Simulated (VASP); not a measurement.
These are PBE GGA, VASP's PBE PAW potentials (set 64) (plane waves; VASP 6.6.1) values and carry that method's errors.

VASP input:

KPOINTS:
```
Automatic mesh
0
Gamma
8 8 8
0 0 0
```

**POSCAR**
```
InP
1.0
  0.0000000000   2.9998375856   2.9998375856
  2.9998375856   0.0000000000   2.9998375856
  2.9998375856   2.9998375856   0.0000000000
In P
1 1
direct
  0.0000000000   0.0000000000   0.0000000000
  0.2500000000   0.2500000000   0.2500000000
```

INCAR:
```
ISMEAR = 0
LMAXMIX = 4   ! l cut-off of mixed one-centre charges
GGA = PE   ! PBE
ALGO = Fast   ! Davidson, then RMM-DIIS
EDIFF = 1E-5   ! SCF stop (eV)
ENCUT = 400   ! plane-wave cut-off (eV)
LREAL = .FALSE.   ! projection in real space or not
NELMIN = 4
SYSTEM = InP
PREC = Normal
ISIF = 2   ! forces and stress, cell fixed
EDIFFG = -0.03   ! ionic stop
NSW = 20   ! most ionic steps
NELM = 100
LWAVE = .FALSE.
LCHARG = .FALSE.
SIGMA = 0.05   ! width (eV)
IBRION = 2   ! conjugate gradients
LASPH = .TRUE.   ! aspherical one-centre terms
```

POTCAR, in this order: In P (PBE.64 set). Program: vasp_std.

Unless said otherwise, spin-orbit coupling is left out, though it shifts the bands of the heavy elements here.

Predict the energy per atom (σ→0), band gap (on the k-mesh).

```yaml
energy per atom (σ→0): -402.5 kJ/mol of atoms
band gap (on the k-mesh): 0.38 eV
```

### OSZICAR
```
...
RMM:   6    -0.838998516090E+01    0.36278E+00   -0.41003E-01   464   0.333E+00    0.309E+00
RMM:   7    -0.834702520738E+01    0.42960E-01   -0.23779E-01   464   0.270E+00    0.120E+00
RMM:   8    -0.834369217442E+01    0.33330E-02   -0.32686E-02   464   0.131E+00    0.169E-01
RMM:   9    -0.834238382436E+01    0.13084E-02   -0.68254E-03   464   0.620E-01    0.140E-01
RMM:  10    -0.834275452588E+01   -0.37070E-03   -0.19262E-03   464   0.346E-01    0.825E-02
RMM:  11    -0.834269254791E+01    0.61978E-04   -0.44141E-04   465   0.176E-01    0.208E-02
RMM:  12    -0.834269829928E+01   -0.57514E-05   -0.69382E-05   434   0.786E-02
   1 F= -.83426983E+01 E0= -.83426983E+01  d E =-.834270E+01
```

The structure comes from a computed database's InP entry (F-43m); how it stands against other phases isn't given here. It was relaxed first.
